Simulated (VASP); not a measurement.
Here is the system:

```
CELL_PARAMETERS angstrom
      3.13665     0.00000     0.00000
      0.00000     3.13665     0.00000
      0.00000     0.00000     3.13665
ATOMIC_POSITIONS crystal
  Ti 0.50000 0.50000 0.50000
  Pt 0.00000 0.00000 0.00000
```

Calculation: PBEsol GGA with spin-orbit coupling, VASP's PBE PAW potentials (set 64) (plane waves; VASP 6.6.1). Settings: 400 eV cut-off, 11×11×11 Γ-centred mesh, Gaussian smearing of 0.050 eV, potentials Ti_sv Pt.

Q: Estimate the energy per atom (σ→0), band gap (over mesh and band path) with the smallest direct gap where there is one.

A: 
```
Quantity                                                               Value
----------------------------------  ----------------------------------------
band gap (over mesh and band path)  none (metal, semimetal or under 0.01 eV)
energy per atom (σ→0)                                         -8.617 eV/atom
```

Only differences to runs with the same potentials and settings are physical.

The structure comes from a computed database's TiPt entry (Pm-3m); how it stands against other phases isn't given here. It was relaxed first.
